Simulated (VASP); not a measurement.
SrTiO3:

```
Sr Ti O
1.0
     3.89475    0.00000    0.00000
     0.00000    3.89475    0.00000
     0.00000    0.00000    3.89475
Sr Ti O
1 1 3
Direct
  0.50000 0.50000 0.50000
  0.00000 0.00000 0.00000
  0.50000 0.00000 0.00000
  0.00000 0.50000 0.00000
  0.00000 0.00000 0.50000
```

Program: VASP 6.6.1. Alike in all runs: task band structure; potentials or basis VASP PAW PBE potentials, release 64 (Sr_sv, Ti_sv, O); no spin polarisation; cell as given; k mesh 8 × 8 × 8; cutoff (eV) 520; smearing gaussian 0.03 eV.

**Question.** Order these runs on this cell by their band gap on the k mesh, lowest first.
A. level PBEsol
B. level r2SCAN
C. level TB-mBJ

**Answer.** A (1.81 eV), B (2.29 eV), C (2.85 eV).

